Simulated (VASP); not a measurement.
Method: G0W0 on PBE orbitals, VASP's PBE PAW potentials (set 64) (plane waves; VASP).

Input for VASP

POSCAR:
```
GaAs
1
    0.0000000000     2.8250000000     2.8250000000
    2.8250000000     0.0000000000     2.8250000000
    2.8250000000     2.8250000000     0.0000000000
Ga As
1 1
Direct
  0.0000000000   0.0000000000   0.0000000000
  0.2500000000   0.2500000000   0.2500000000
```

**KPOINTS**
```
Automatic mesh
0
Gamma
4 4 4
0 0 0
```

**INCAR**
```
LCHARG = F
NBANDSGW = 17
NELMGW = 1
NOMEGA = 64
ALGO = EVGW0
SYSTEM = GaAs
LWAVE = F
LREAL = F   # projection in real space or not
LASPH = T
NBANDS = 100
PREC = Normal
SIGMA = 0.01
ENCUT = 500   # plane-wave cut-off (eV)
ISMEAR = 0
ENCUTGW = 150
LSPECTRALGW = T
GGA = PE   # PBE
```

POTCAR, in this order: Ga_d_GW As_GW (PBE.64 set). Program: vasp_std. Read from the step before: WAVECAR, WAVEDER.

Output of the run:

OUTCAR:
```
 ion  position               nearest neighbor table
   1  0.000  0.000  0.000-   2 2.45   2 2.45   2 2.45   2 2.45
   2  0.250  0.250  0.250-   1 2.45   1 2.45   1 2.45   1 2.45
  LATTYP: Found a face centered cubic cell.
 ALAT       =     5.6500000000
 Subroutine PRICEL returns:
 Original cell was already a primitive cell.
 Subroutine GETGRP returns: Found 24 space group operations
The static configuration has the point symmetry T_d .
The dynamic configuration has the point symmetry T_d .
 Subroutine INISYM returns: Found 24 space group operations
 Subroutine IBZKPT returns following result:
 Found      8 irreducible k-points:

 Following reciprocal coordinates:
            Coordinates               Weight
  0.000000  0.000000  0.000000      1.000000
  0.250000  0.000000  0.000000      8.000000
  0.500000  0.000000  0.000000      4.000000
  0.250000  0.250000  0.000000      6.000000
  0.500000  0.250000  0.000000     24.000000
 -0.250000  0.250000  0.000000     12.000000
  0.500000  0.500000  0.000000      3.000000
 -0.250000  0.500000  0.250000      6.000000
 Subroutine IBZKPT_HF returns following result:
   k-points           NKPTS =      8   k-points in BZ     NKDIM =     64   number of bands    NBANDS=    100
   number of dos      NEDOS =    301   number of ions     NIONS =      2
   total plane-waves  NPLWV =  13824
   dimension x,y,z NGX =    24 NGY =   24 NGZ =   24
   dimension x,y,z NGXF=    48 NGYF=   48 NGZF=   48
   ions per type =               1   1
   PREC   = normal    normal or accurate (medium, high low for compatibility)
   ISTART =      1    job   : 0-new  1-cont  2-samecut
   ICHARG =      0    charge: 1-file 2-atom 10-const
   ISPIN  =      1    spin polarized calculation?
   LNONCOLLINEAR =      F non collinear calculations
   LSORBIT =      F    spin-orbit coupling
   INIWAV =      1    electr: 0-lowe 1-rand  2-diag
   ENCUT  =  500.0 eV  36.75 Ry    6.06 a.u.   7.28  7.28  7.28*2*pi/ulx,y,z
   NELM   =     60;   NELMIN=  2; NELMDL=  0     # of ELM steps
...
```

**OSZICAR**
```
energies w=
    0.000    0.000    0.226    0.000    0.452    0.000    0.677    0.000
    0.900    0.000    1.121    0.000    1.340    0.000    1.556    0.000
    1.769    0.000    1.980    0.000    2.188    0.000    2.392    0.000
    2.594    0.000    2.793    0.000    2.989    0.000    3.184    0.000
    3.376    0.000    3.567    0.000    3.756    0.000    3.944    0.000
    4.132    0.000    4.320    0.000    4.508    0.000    4.696    0.000
    4.886    0.000    5.078    0.000    5.272    0.000    5.469    0.000
    5.670    0.000    5.875    0.000    6.085    0.000    6.300    0.000
    6.523    0.000    6.753    0.000    6.993    0.000    7.242    0.000
    7.504    0.000    7.779    0.000    8.069    0.000    8.376    0.000
    8.705    0.000    9.057    0.000    9.435    0.000    9.844    0.000
   10.291    0.000   10.780    0.000   11.319    0.000   11.918    0.000
   12.589    0.000   13.348    0.000   14.212    0.000   15.210    0.000
   16.372    0.000   17.749    0.000   19.402    0.000   21.427    0.000
   23.965    0.000   27.234    0.000   31.603    0.000   37.728    0.000
   46.920    0.000   62.210    0.000   92.598    0.000  181.855    0.000
NQ=   1    0.0000    0.0000    0.0000,
 performed        132000 updates of chi_q(r,r)
NQ=   2    0.2500    0.0000    0.0000,
 performed        359000 updates of chi_q(r,r)
NQ=   3    0.5000    0.0000    0.0000,
 performed        559000 updates of chi_q(r,r)
NQ=   4    0.2500    0.2500    0.0000,
 performed        786000 updates of chi_q(r,r)
NQ=   5    0.5000    0.2500    0.0000,
 performed       1088000 updates of chi_q(r,r)
NQ=   6   -0.2500    0.2500    0.0000,
 performed       1362000 updates of chi_q(r,r)
NQ=   7    0.5000    0.5000    0.0000,
 performed       1541000 updates of chi_q(r,r)
NQ=   8   -0.2500    0.5000    0.2500,
 performed       1761000 updates of chi_q(r,r)
 resolving degeneracies of screened two electron integrals
```

### OUTCAR
```


 k-point   1 :       0.0000    0.0000    0.0000
  band No.  KS-energies  QP-energies   sigma(KS)   V_xc(KS)     V^pw_x(r,r')   Z            occupation Imag(sigma)

      1     -10.9479     -13.1805     -25.0458     -21.7106     -35.0665       0.6694       2.0000       0.2057
      2     -10.9479     -13.1805     -25.0458     -21.7106     -35.0665       0.6694       2.0000       0.2057
      3     -10.9479     -13.1805     -25.0458     -21.7106     -35.0665       0.6694       2.0000       0.2057
      4     -10.8698     -13.1288     -25.1769     -21.8117     -35.1699       0.6713       2.0000       0.1761
      5     -10.8698     -13.1288     -25.1769     -21.8117     -35.1699       0.6713       2.0000       0.1761
      6      -8.8286      -9.1339     -11.6280     -11.1371     -18.1081       0.6219       2.0000       0.9041
      7       3.9142       3.5256     -12.3718     -11.8603     -13.6960       0.7598       2.0000       0.0504
      8       3.9142       3.5256     -12.3718     -11.8603     -13.6960       0.7598       2.0000       0.0504
      9       3.9142       3.5256     -12.3718     -11.8603     -13.6960       0.7598       2.0000       0.0504
     10       4.4289       4.9207     -10.8451     -11.4868      -7.0792       0.7664       0.0000      -0.0581
     11       7.6105       7.6819      -9.9112     -10.0055      -5.5696       0.7568       0.0000      -0.0861
     12       7.6105       7.6819      -9.9112     -10.0055      -5.5696       0.7568       0.0000      -0.0861
     13       7.6105       7.6819      -9.9112     -10.0055      -5.5696       0.7568       0.0000      -0.0861
     14      11.5033      11.4060      -7.9801      -7.8538      -2.6241       0.7704       0.0000      -0.2552
     15      13.9933      13.9554      -9.8761      -9.8251      -4.5095       0.7410       0.0000      -0.2864
     16      13.9933      13.9554      -9.8761      -9.8251      -4.5095       0.7410       0.0000      -0.2864
     17      15.4353      15.2467      -7.9668      -7.7133      -2.2246       0.7437       0.0000      -0.4009

 k-point   2 :       0.2500    0.0000    0.0000
  band No.  KS-energies  QP-energies   sigma(KS)   V_xc(KS)     V^pw_x(r,r')   Z            occupation Imag(sigma)

      1     -10.9898     -13.1736     -24.7523     -21.4856     -34.7256       0.6685       2.0000       0.2206
      2     -10.9368     -13.1743     -25.0714     -21.7327     -35.0951       0.6702       2.0000       0.2043
      3     -10.9368     -13.1743     -25.0714     -21.7327     -35.0951       0.6702       2.0000       0.2043
      4     -10.8694     -13.1292     -25.1761     -21.8125     -35.1725       0.6719       2.0000       0.1760
      5     -10.8694     -13.1292     -25.1761     -21.8125     -35.1725       0.6719       2.0000       0.1760
      6      -8.1337      -8.4756     -12.0356     -11.5103     -18.3271       0.6510       2.0000       0.8753
      7      -0.2423      -0.6211     -11.6439     -11.1211     -14.0912       0.7246       2.0000       0.1352
      8       3.2287       2.8114     -12.0803     -11.5278     -13.5247       0.7553       2.0000       0.0553
      9       3.2287       2.8114     -12.0803     -11.5278     -13.5247       0.7553       2.0000       0.0553
     10       5.3480       5.6042     -10.1972     -10.5320      -6.3117       0.7653       0.0000      -0.0637
     11       8.4807       8.5609      -9.9916     -10.0982      -5.4432       0.7526       0.0000      -0.1061
     12       8.4807       8.5609      -9.9916     -10.0982      -5.4432       0.7526       0.0000      -0.1061
     13       9.8684      10.0168     -10.2172     -10.4166      -5.3621       0.7440       0.0000      -0.1542
     14      12.8653      12.6565      -7.7801      -7.5012      -2.3099       0.7486       0.0000      -0.2850
     15      12.9061      12.7943      -9.2242      -9.0748      -3.9872       0.7487       0.0000      -0.2608
     16      12.9061      12.7943      -9.2242      -9.0748      -3.9872       0.7487       0.0000      -0.2608
     17      15.8330      15.7738      -8.7842      -8.7053      -2.8405       0.7507       0.0000      -0.4915

 k-point   3 :       0.5000    0.0000    0.0000
  band No.  KS-energies  QP-energies   sigma(KS)   V_xc(KS)     V^pw_x(r,r')   Z            occupation Imag(sigma)

      1     -11.0261     -13.1759     -24.5681     -21.3437     -34.5130       0.6668       2.0000       0.2303
      2     -10.9287     -13.1672     -25.0861     -21.7439     -35.1075       0.6698       2.0000       0.2024
      3     -10.9287     -13.1672     -25.0861     -21.7439     -35.1075       0.6698       2.0000       0.2024
      4     -10.8658     -13.1265     -25.1872     -21.8248     -35.1918       0.6724       2.0000       0.1775
      5     -10.8658     -13.1265     -25.1872     -21.8248     -35.1918       0.6724       2.0000       0.1775
      6      -7.0531      -7.4016     -12.6536     -12.1324     -18.6054       0.6688       2.0000       0.7628
      7      -2.7570      -3.2027     -11.0530     -10.4129     -14.7038       0.6964       2.0000       0.3125
      8       2.7622       2.3197     -11.9861     -11.3968     -13.6023       0.7509       2.0000       0.0608
      9       2.7622       2.3197     -11.9861     -11.3968     -13.6023       0.7509       2.0000       0.0608
     10       4.8970       5.1207     -10.1003     -10.3916      -6.3208       0.7681       0.0000      -0.0607
     11       8.5180       8.5428      -9.6191      -9.6519      -5.0787       0.7556       0.0000      -0.1062
     12       8.5180       8.5428      -9.6191      -9.6519      -5.0787       0.7556       0.0000      -0.1062
     13      11.6553      11.4050      -7.9233      -7.5918      -2.5893       0.7550       0.0000      -0.2408
     14      14.3364      14.3973      -9.5920      -9.6751      -3.6859       0.7342       0.0000      -0.4194
     15      15.7624      15.7617      -9.6064      -9.6053      -3.5499       0.7401       0.0000      -0.5064
     16      15.7624      15.7617      -9.6064      -9.6053      -3.5499       0.7401       0.0000      -0.5064
     17      16.4019      16.6167     -10.0664     -10.3586      -3.7373       0.7352       0.0000      -0.6217

 k-point   4 :       0.2500    0.2500    0.0000
  band No.  KS-energies  QP-energies   sigma(KS)   V_xc(KS)     V^pw_x(r,r')   Z            occupation Imag(sigma)

      1     -11.0102     -13.1835     -24.6974     -21.4436     -34.6665       0.6679       2.0000       0.2234
      2     -10.9236     -13.1653     -25.1043     -21.7609     -35.1328       0.6705       2.0000       0.2028
      3     -10.9236     -13.1653     -25.1043     -21.7609     -35.1328       0.6705       2.0000       0.2028
      4     -10.8812     -13.1313     -25.1348     -21.7758     -35.1219       0.6699       2.0000       0.1776
      5     -10.8633     -13.1256     -25.1882     -21.8251     -35.1892       0.6727       2.0000       0.1759
      6      -7.8972      -8.2332     -12.0899     -11.5739     -18.3046       0.6512       2.0000       0.8566
      7      -0.1890      -0.5083     -12.0215     -11.5856     -14.4201       0.7327       2.0000       0.1315
      8       2.2081       1.7458     -11.6591     -11.0399     -13.3606       0.7467       2.0000       0.0680
      9       2.2081       1.7458     -11.6591     -11.0399     -13.3606       0.7467       2.0000       0.0680
     10       5.8673       5.8734      -9.3944      -9.4023      -5.4439       0.7678       0.0000      -0.0676
     11       7.1678       7.3067      -9.9130     -10.0961      -5.6768       0.7589       0.0000      -0.0838
     12      10.5016      10.6331     -10.5208     -10.7011      -5.4480       0.7293       0.0000      -0.1716
     13      10.5016      10.6331     -10.5208     -10.7011      -5.4480       0.7293       0.0000      -0.1716
     14      11.3447      11.3569      -9.4075      -9.4237      -4.4119       0.7568       0.0000      -0.2034
     15      14.9950      14.9591      -9.8190      -9.7713      -4.2146       0.7521       0.0000      -0.3841
     16      15.3281      15.3008      -8.8654      -8.8291      -2.8957       0.7538       0.0000      -0.4727
     17      17.5818      17.3474      -8.2668      -7.9543      -2.2309       0.7500       0.0000      -0.6022

 k-point   5 :       0.5000    0.2500    0.0000
  band No.  KS-energies  QP-energies   sigma(KS)   V_xc(KS)     V^pw_x(r,r')   Z            occupation Imag(sigma)

      1     -11.0375     -13.1863     -24.5634     -21.3440     -34.5149       0.6675       2.0000       0.2323
      2     -10.9178     -13.1643     -25.1091     -21.7635     -35.1334       0.6715       2.0000       0.1994
      3     -10.9125     -13.1627     -25.1296     -21.7829     -35.1609       0.6723       2.0000       0.2016
      4     -10.8805     -13.1337     -25.1417     -21.7828     -35.1347       0.6708       2.0000       0.1780
      5     -10.8626     -13.1271     -25.1899     -21.8278     -35.1946       0.6735       2.0000       0.1763
      6      -6.7618      -7.0927     -12.6462     -12.1534     -18.4945       0.6714       2.0000       0.7377
      7      -2.3873      -2.7942     -11.5429     -10.9648     -15.0222       0.7038       2.0000       0.2648
      8       0.6561       0.1646     -11.0452     -10.3750     -13.1190       0.7333       2.0000       0.1038
      9       1.8578       1.3791     -11.6154     -10.9702     -13.4652       0.7418       2.0000       0.0737
     10       6.0923       6.1105      -9.4377      -9.4615      -5.4529       0.7674       0.0000      -0.0697
     11       8.6048       8.7735     -10.0791     -10.3042      -5.4285       0.7493       0.0000      -0.1205
     12      10.1277      10.1161      -9.6051      -9.5897      -4.7538       0.7493       0.0000      -0.1539
     13      10.8433      10.9231     -10.0823     -10.1902      -4.9138       0.7392       0.0000      -0.1968
     14      14.2992      14.3039      -9.8425      -9.8489      -3.8970       0.7298       0.0000      -0.4253
     15      15.9044      15.8694      -9.7757      -9.7289      -3.7719       0.7466       0.0000      -0.5183
     16      16.4973      16.5387      -9.2975      -9.3536      -3.1539       0.7394       0.0000      -0.5842
     17      16.9530      16.9210      -9.3680      -9.3243      -3.2515       0.7340       0.0000      -0.5720

 k-point   6 :      -0.2500    0.2500    0.0000
  band No.  KS-energies  QP-energies   sigma(KS)   V_xc(KS)     V^pw_x(r,r')   Z            occupation Imag(sigma)

...
```
(Selected blocks of OUTCAR.)

The mesh is coarse and the basis finite, so the quasiparticle values are not converged.

The compound is GaAs in the zinc blende structure. The cell was not relaxed at this level. The k-mesh is coarse (spacing up to 0.48 per Å, 2π included), so the numbers may not be converged in it.
